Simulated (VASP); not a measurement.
Method: PBE GGA, VASP's PBE PAW potentials (set 64) (plane waves; VASP).

Input for VASP

**KPOINTS**
```
Automatic mesh
0
Gamma
1 1 1
0 0 0
```

### POSCAR
```
GaGe63
1.0
 11.5673955220   0.0000000000   0.0000000000
  0.0000000000  11.5673955220   0.0000000000
  0.0000000000   0.0000000000  11.5673955220
Ge Ga
63 1
Cartesian
  5.7836977610   0.0000000000   0.0000000000
  7.2296222012   1.4459244402   1.4459244402
  8.6755466415   2.8918488805   0.0000000000
 10.1214710818   4.3377733208   1.4459244402
  8.6755466415   0.0000000000   2.8918488805
 10.1214710818   1.4459244402   4.3377733208
  0.0000000000   0.0000000000   0.0000000000
  1.4459244402   1.4459244402   1.4459244402
  2.8918488805   2.8918488805   0.0000000000
  4.3377733208   4.3377733208   1.4459244402
  5.7836977610   5.7836977610   0.0000000000
  7.2296222012   7.2296222012   1.4459244402
  8.6755466415   8.6755466415   0.0000000000
 10.1214710818  10.1214710818   1.4459244402
  2.8918488805   0.0000000000   2.8918488805
  4.3377733208   1.4459244402   4.3377733208
  5.7836977610   2.8918488805   2.8918488805
  7.2343879682   4.3855466643   4.3783864464
  8.6755466415   5.7836977610   2.8918488805
 10.1214710818   7.2296222012   4.3377733208
  5.7836977610   0.0000000000   5.7836977610
  7.2296222012   1.4459244402   7.2296222012
  8.6755466415   2.8918488805   5.7836977610
 10.1214710818   4.3377733208   7.2296222012
  8.6755466415   0.0000000000   8.6755466415
 10.1214710818   1.4459244402  10.1214710818
  0.0000000000   5.7836977610   0.0000000000
  1.4459244402   7.2296222012   1.4459244402
  2.8918488805   8.6755466415   0.0000000000
  4.3377733208  10.1214710818   1.4459244402
  0.0000000000   2.8918488805   2.8918488805
  1.4459244402   4.3377733208   4.3377733208
  2.8918488805   5.7836977610   2.8918488805
  4.3485888356   7.2491363975   4.3419028810
  5.7836977610   8.6755466415   2.8918488805
  7.2296222012  10.1214710818   4.3377733208
  0.0000000000   0.0000000000   5.7836977610
  1.4459244402   1.4459244402   7.2296222012
  2.8918488805   2.8918488805   5.7836977610
  4.3501851361   4.3856507708   7.2465453009
  7.2052959685   7.1877597969   7.2473897208
  8.6755466415   8.6755466415   5.7836977610
 10.1214710818  10.1214710818   7.2296222012
  2.8918488805   0.0000000000   8.6755466415
  4.3377733208   1.4459244402  10.1214710818
  5.7836977610   2.8918488805   8.6755466415
  7.2296222012   4.3377733208  10.1214710818
  8.6755466415   5.7836977610   8.6755466415
 10.1214710818   7.2296222012  10.1214710818
  0.0000000000   8.6755466415   2.8918488805
  1.4459244402  10.1214710818   4.3377733208
  0.0000000000   5.7836977610   5.7836977610
  1.4459244402   7.2296222012   7.2296222012
  2.8918488805   8.6755466415   5.7836977610
  4.3377733208  10.1214710818   7.2296222012
  0.0000000000   2.8918488805   8.6755466415
  1.4459244402   4.3377733208  10.1214710818
  2.8918488805   5.7836977610   8.6755466415
  4.3377733208   7.2296222012  10.1214710818
  5.7836977610   8.6755466415   8.6755466415
  7.2296222012  10.1214710818  10.1214710818
  0.0000000000   8.6755466415   8.6755466415
  1.4459244402  10.1214710818  10.1214710818
  5.7782610851   5.7555311529   5.8231194449
```

INCAR:
```
SYSTEM  =  GaGe63
PREC  =  Normal; ENCUT  =  400; LREAL  =  Auto
LASPH  =  .True.; ISYM  =  0
EDIFF  =  1E-5; NELM  =  100; NELMIN  =  4
ALGO  =  Fast; LMAXMIX  =  4
ISMEAR  =  0; SIGMA  =  0.05
GGA  =  PE
ISPIN  =  2; MAGMOM  =  64*0.0156; NUPDOWN  =  1
IBRION  =  2; NSW  =  60; ISIF  =  2
EDIFFG  =  -0.03
LWAVE  =  .True.; LCHARG  =  .False.; LORBIT  =  10
```

POTCAR, in this order: Ge Ga (PBE.64 set). Program: vasp_gam.

Q: What will the output report for the number of irreducible k-points (NKPTS), largest plane-wave count, FFT grid (NGX, NGY, NGZ)?

A: 
```
Item                                          Result
--------------------------------------  ------------
number of irreducible k-points (NKPTS)             1
largest plane-wave count                       14057
FFT grid (NGX, NGY, NGZ)                60 × 60 × 60
```

The cell is a supercell with a defect, built from Ge (diamond): Ga_Ge.
